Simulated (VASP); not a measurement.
All values below come from revPBE GGA, VASP's PBE PAW potentials (set 64) (plane waves; VASP).

The input files of a VASP run:

### INCAR
```
! general
SYSTEM =MnO2
PREC   =Accurate
ENCUT  =520   ! plane-wave cut-off (eV)
LREAL  =.FALSE.
LASPH  =.TRUE.

! electronic loop
EDIFF  =1E-7   ! SCF stop (eV)
NELM   =100   ! most electronic steps
ALGO   =Normal
LMAXMIX=4   ! l cut-off of mixed one-centre charges

! smearing
ISMEAR =-5   ! tetrahedra, Bloechl

! functional
GGA    =RE

! spin
ISPIN  =2   ! spin-polarised
MAGMOM =2.6 -2.6 -0.0 2*0.0 -0.0

! ions
ISIF   =2

! output
LWAVE  =.FALSE.
LCHARG =.TRUE.
LORBIT =11
NEDOS  =601

! other
LEFG   =.TRUE.
```

File POSCAR:
```
MnO2
4.4575660
  1.0000000243   0.0000000000   0.0000000000
  0.0000000000   1.0000000243   0.0000000000
  0.0000000000   0.0000000000   0.6499877169
Mn O
2 4
Direct
  0.0000000000   0.0000000000   0.0000000000
  0.5000000000   0.5000000000   0.5000000000
  0.3049301452   0.3049301452   0.0000000000
  0.8049301452   0.1950698548   0.5000000000
  0.1950698548   0.8049301452   0.5000000000
  0.6950698548   0.6950698548   0.0000000000
```

KPOINTS:
```
kpoints
0
gamma
  8 8 12
```

POTCAR, in this order: Mn_pv O (PBE.64 set). Program: vasp_std.

Problem. What will the output report for the number of irreducible k-points (NKPTS), largest plane-wave count, number of space-group operations, FFT grid (NGX, NGY, NGZ)?

Solution. 
The number of irreducible k-points (NKPTS) comes out as 105, the largest plane-wave count is 1568 and the number of space-group operations comes out as 16. The FFT grid (NGX, NGY, NGZ) is 36 × 36 × 24.

The compound is MnO2 in the rutile structure. It was relaxed first.
